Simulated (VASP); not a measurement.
Given:

```xyz
4
Lattice="2.1049 1.2153 6.9313 -2.1049 1.2153 6.9313 0.0000 -2.4306 6.9313" Properties=species:S:1:pos:R:3 pbc="T T T"
Mg     0.0000     0.0000    20.5945
Mg     0.0000     0.0000    10.6142
Te     0.0000     0.0000     2.5462
S      0.0000     0.0000    13.0312
```

Level of theory: LDA (Ceperley-Alder, Perdew-Zunger), VASP's LDA PAW potentials (set 64) (plane waves; VASP). Run with 400 eV cut-off, Gaussian smearing of 0.050 eV, potentials Mg Te S.

Unless said otherwise, spin-orbit coupling is left out, though it shifts the bands of the heavy elements here.

Task: Give the energies of bands 3 to 11 at the high-symmetry points, in eV from the valence-band maximum.

Result: 
```csv
band,Γ,T,H2,L,S0,F
3,-4.40,-3.23,-4.09,-4.20,-4.07,-4.50
4,-2.07,-2.92,-3.68,-3.58,-3.62,-3.99
5,-2.07,-2.06,-3.29,-2.84,-3.37,-2.58
6,-1.03,-2.06,-2.48,-2.52,-2.50,-2.25
7,0.00,-0.04,-2.03,-2.12,-2.05,-1.24
8,0.00,-0.04,-1.52,-0.93,-1.54,-0.78
9,1.39,2.60,3.24,2.98,3.16,2.01
10,3.75,4.05,3.52,3.59,3.90,3.05
11,5.42,4.93,4.74,4.59,4.59,3.50
```

The gap is direct, 1.39 eV, from the valence maximum at Γ to the conduction minimum at Γ.

The structure comes from a computed database's Mg2TeS entry (R3m); how it stands against other phases isn't given here. It was relaxed first, which changed the volume by -7 %.
